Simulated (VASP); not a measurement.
Calculation: PBE GGA, VASP's PBE PAW potentials (set 64) (plane waves; VASP).

VASP ran on this input.

**KPOINTS**
```
Automatic mesh
0
Gamma
9 9 9
0 0 0
```

File POSCAR:
```
NbP
1
    3.5230000000     0.0000000000     0.0000000000
    0.0000000000     3.5230000000     0.0000000000
    0.0000000000     0.0000000000     3.5230000000
Nb P
1 1
Direct
  0.0000000000   0.0000000000   0.0000000000
  0.5000000000   0.5000000000   0.5000000000
```

**INCAR**
```
! general
SYSTEM =NbP
PREC   =Accurate
ENCUT  =400   ! plane-wave cut-off (eV)
LREAL  =.FALSE.   ! projection in real space or not
LASPH  =.TRUE.   ! aspherical one-centre terms

! electronic loop
EDIFF  =1E-6
NELM   =100
ALGO   =Normal
LMAXMIX=4

! smearing
ISMEAR =1   ! Methfessel-Paxton
SIGMA  =0.1   ! width (eV)

! functional
GGA    =PE   ! PBE

! ions
IBRION =2   ! conjugate gradients
NSW    =60   ! most ionic steps
ISIF   =3
EDIFFG =-0.01   ! ionic stop

! output
LWAVE  =.FALSE.
LCHARG =.FALSE.
```

POTCAR, in this order: Nb_sv P (PBE.64 set). Program: vasp_std.

The run wrote:

OSZICAR:
```
       N       E                     dE             d eps       ncg     rms          rms(c)
DAV:   1     0.107379005191E+03    0.10738E+03   -0.81500E+03   910   0.108E+03
DAV:   2    -0.107056640934E+02   -0.11808E+03   -0.11515E+03  1155   0.341E+02
DAV:   3    -0.165988928787E+02   -0.58932E+01   -0.58029E+01  1460   0.624E+01
DAV:   4    -0.168630092838E+02   -0.26412E+00   -0.26319E+00  1367   0.133E+01
DAV:   5    -0.168732954200E+02   -0.10286E-01   -0.10281E-01  1496   0.216E+00    0.692E+00
DAV:   6    -0.152550244015E+02    0.16183E+01   -0.81045E+00  1547   0.212E+01    0.298E+00
DAV:   7    -0.150852534629E+02    0.16977E+00   -0.11682E+00  1361   0.749E+00    0.151E+00
DAV:   8    -0.150699062447E+02    0.15347E-01   -0.16049E-01  1374   0.335E+00    0.527E-01
DAV:   9    -0.150671998784E+02    0.27064E-02   -0.25374E-02  1458   0.144E+00    0.188E-01
DAV:  10    -0.150669856142E+02    0.21426E-03   -0.23767E-03  1407   0.396E-01    0.295E-02
DAV:  11    -0.150669717363E+02    0.13878E-04   -0.17339E-04  1234   0.101E-01    0.297E-02
DAV:  12    -0.150669667991E+02    0.49372E-05   -0.27858E-05  1470   0.363E-02    0.970E-03
DAV:  13    -0.150669668338E+02   -0.34654E-07   -0.15160E-06   868   0.105E-02
   1 F= -.15066967E+02 E0= -.15067287E+02  d E =-.150670E+02
       N       E                     dE             d eps       ncg     rms          rms(c)
DAV:   1    -0.831418346569E+02   -0.68075E+02   -0.21631E+03   935   0.626E+02    0.842E+01
DAV:   2    -0.241609053468E+02    0.58981E+02   -0.10085E+02  1143   0.151E+02    0.251E+01
DAV:   3    -0.139554485573E+02    0.10205E+02   -0.46588E+01  1550   0.833E+01    0.213E+01
DAV:   4    -0.145376427118E+02   -0.58219E+00   -0.61690E+00  1505   0.221E+01    0.579E+00
DAV:   5    -0.144114982273E+02    0.12614E+00   -0.20718E+00  1720   0.173E+01    0.572E+00
DAV:   6    -0.146147274476E+02   -0.20323E+00   -0.28671E-01  1691   0.529E+00    0.242E+00
DAV:   7    -0.146744642215E+02   -0.59737E-01   -0.16127E-01  1661   0.288E+00    0.576E-01
DAV:   8    -0.146745846671E+02   -0.12045E-03   -0.47761E-03  1074   0.847E-01    0.271E-01
DAV:   9    -0.146743617655E+02    0.22290E-03   -0.45206E-04  1508   0.284E-01    0.923E-02
DAV:  10    -0.146743307022E+02    0.31063E-04   -0.45297E-05  1460   0.873E-02    0.278E-02
DAV:  11    -0.146743265392E+02    0.41630E-05   -0.59912E-06  1484   0.275E-02    0.457E-03
DAV:  12    -0.146743264855E+02    0.53717E-07   -0.18851E-07   660   0.491E-03
   2 F= -.14674326E+02 E0= -.14674064E+02  d E =0.392640E+00
       N       E                     dE             d eps       ncg     rms          rms(c)
DAV:   1    -0.306131107478E+02   -0.15939E+02   -0.46259E+02  1075   0.320E+02    0.253E+01
DAV:   2    -0.208782845452E+02    0.97348E+01   -0.11477E+02  1570   0.124E+02    0.193E+01
DAV:   3    -0.171049026264E+02    0.37734E+01   -0.82766E+00  1205   0.197E+01    0.956E+00
DAV:   4    -0.166216618838E+02    0.48324E+00   -0.56223E+00  1354   0.153E+01    0.336E+00
DAV:   5    -0.168223280345E+02   -0.20067E+00   -0.35747E-01  1292   0.552E+00    0.196E+00
DAV:   6    -0.169542792423E+02   -0.13195E+00   -0.49373E-01  1659   0.493E+00    0.427E-01
DAV:   7    -0.169537774174E+02    0.50182E-03   -0.24597E-02  1261   0.137E+00    0.256E-01
DAV:   8    -0.169541606837E+02   -0.38327E-03   -0.10514E-03  1230   0.370E-01    0.712E-02
DAV:   9    -0.169542276862E+02   -0.67002E-04   -0.11514E-04  1437   0.158E-01    0.108E-02
DAV:  10    -0.169542253915E+02    0.22947E-05   -0.12981E-05  1464   0.223E-02    0.107E-02
DAV:  11    -0.169542250246E+02    0.36696E-06   -0.71700E-06  1353   0.245E-02
   3 F= -.16954225E+02 E0= -.16954295E+02  d E =-.188726E+01
       N       E                     dE             d eps       ncg     rms          rms(c)
DAV:   1    -0.169985962506E+02   -0.44371E-01   -0.11277E+00  1001   0.154E+01    0.144E+00
DAV:   2    -0.169676106118E+02    0.30986E-01   -0.11609E-01  1238   0.463E+00    0.507E-01
DAV:   3    -0.169625225264E+02    0.50881E-02   -0.14596E-02  1511   0.106E+00    0.160E-01
DAV:   4    -0.169626272682E+02   -0.10474E-03   -0.35525E-03  1571   0.491E-01    0.135E-01
DAV:   5    -0.169631201252E+02   -0.49286E-03   -0.65553E-04  1667   0.196E-01    0.443E-02
DAV:   6    -0.169632058810E+02   -0.85756E-04   -0.24438E-04  1621   0.112E-01    0.947E-03
DAV:   7    -0.169632051352E+02    0.74582E-06   -0.12436E-05  1273   0.407E-02    0.386E-03
DAV:   8    -0.169632048193E+02    0.31583E-06   -0.64391E-07   736   0.103E-02
   4 F= -.16963205E+02 E0= -.16963285E+02  d E =-.189624E+01
       N       E                     dE             d eps       ncg     rms          rms(c)
DAV:   1    -0.169734379933E+02   -0.10233E-01   -0.29111E-01  1001   0.786E+00    0.730E-01
DAV:   2    -0.169655137207E+02    0.79243E-02   -0.30373E-02  1243   0.237E+00    0.260E-01
DAV:   3    -0.169641776201E+02    0.13361E-02   -0.37326E-03  1505   0.541E-01    0.809E-02
DAV:   4    -0.169642024743E+02   -0.24854E-04   -0.92970E-04  1553   0.252E-01    0.678E-02
DAV:   5    -0.169643379920E+02   -0.13552E-03   -0.18826E-04  1650   0.101E-01    0.220E-02
DAV:   6    -0.169643631307E+02   -0.25139E-04   -0.64151E-05  1609   0.600E-02    0.438E-03
DAV:   7    -0.169643627331E+02    0.39752E-06   -0.33836E-06   991   0.187E-02
   5 F= -.16964363E+02 E0= -.16964444E+02  d E =-.189740E+01
```

### OUTCAR
```
------------------------ aborting loop because EDIFF is reached ----------------------------------------
  FORCE on cell =-STRESS in cart. coord.  units (eV):
  Direction    XX          YY          ZZ          XY          YZ          ZX
  --------------------------------------------------------------------------------------
  Total        0.0021971      0.0021971      0.0021971     -0.0000000     -0.0000000      0.0000000
  in kB        0.1173134      0.1173134      0.1173134     -0.0000000     -0.0000000      0.0000000
  external PRESSURE =       0.1173134 kB  Pullay stress =       0.0000000 kB
  volume of cell :       30.01
      direct lattice vectors                 reciprocal lattice vectors
     3.107471049  0.000000000 -0.000000000     0.321805090 -0.000000000 -0.000000000
     0.000000000  3.107471049  0.000000000    -0.000000000  0.321805090 -0.000000000
     0.000000000  0.000000000  3.107471049     0.000000000 -0.000000000  0.321805090
 POSITION                                       TOTAL-FORCE (eV/Angst)
 -----------------------------------------------------------------------------------
      0.00000      0.00000      0.00000        -0.000000     -0.000000      0.000000
      1.55374      1.55374      1.55374         0.000000      0.000000      0.000000
 -----------------------------------------------------------------------------------
    total drift:                               -0.000000      0.000000      0.000000
  FREE ENERGIE OF THE ION-ELECTRON SYSTEM (eV)
  ---------------------------------------------------
  free  energy   TOTEN  =       -16.9643627331 eV

  energy  without entropy=      -16.9646067387  energy(sigma->0) =      -16.96444407

 reached required accuracy - stopping structural energy minimisation
```
(Selected blocks of OUTCAR.)

**CONTCAR**
```
NbP
   1.00000000000000
     3.1074710486725081    0.0000000000000000   -0.0000000000000000
     0.0000000000000000    3.1074710486725081    0.0000000000000000
     0.0000000000000000    0.0000000000000000    3.1074710486725081
  Nb              P
     1     1
Direct
     0.0000000000000000    0.0000000000000000    0.0000000000000000
     0.5000000000000000    0.5000000000000000    0.5000000000000000
```

OUTCAR:
```
 val. band max:       12.0560400049   @ k =   0.1111   0.0000   0.0000

 cond. band min:      12.1546385539   @ k =   0.3333   0.2222   0.2222


 Fermi energy:        12.1383585986

 k-point     1 :       0.0000    0.0000    0.0000
  band No.  band energies     occupation
      1     -43.1385      2.00000
      2     -19.0067      2.00000
      3     -19.0067      2.00000
      4     -19.0067      2.00000
      5      -1.4326      2.00000
      6       8.8343      2.00000
      7       8.8343      2.00000
      8      12.2078      0.08392
      9      12.2078      0.08392
     10      12.2078      0.08392
     11      13.9418     -0.00000
     12      13.9418     -0.00000
     13      13.9418     -0.00000

 k-point     2 :       0.1111    0.0000    0.0000
  band No.  band energies     occupation
      1     -43.1335      2.00000
      2     -19.0680      2.00000
      3     -19.0010      2.00000
      4     -19.0010      2.00000
      5      -1.2322      2.00000
      6       8.5586      2.00000
      7       8.9457      2.00000
      8      11.6344      2.00000
      9      11.6344      2.00000
     10      12.0560      1.99149
     11      13.9979     -0.00000
     12      14.6050      0.00000
     13      14.6050      0.00000

 k-point     3 :       0.2222    0.0000    0.0000
  band No.  band energies     occupation
      1     -43.1208      2.00000
      2     -19.2206      2.00000
      3     -18.9867      2.00000
      4     -18.9867      2.00000
      5      -0.6651      2.00000
      6       7.4652      2.00000
      7       9.2536      2.00000
      8      10.7708      2.00000
      9      10.7708      2.00000
     10      12.5366     -0.00000
     11      14.1456      0.00000
     12      15.7784      0.00000
     13      15.7784      0.00000

 k-point     4 :       0.3333    0.0000    0.0000
  band No.  band energies     occupation
      1     -43.1063      2.00000
      2     -19.3896      2.00000
      3     -18.9704      2.00000
...
```

Energy and stress use the plane-wave basis of the starting cell.

The structure was generated: NbP was put into the CsCl type type (Pm-3m), which need not be its known phase. This run relaxes it. Symmetry was kept, so distortions that lower it aren't found.
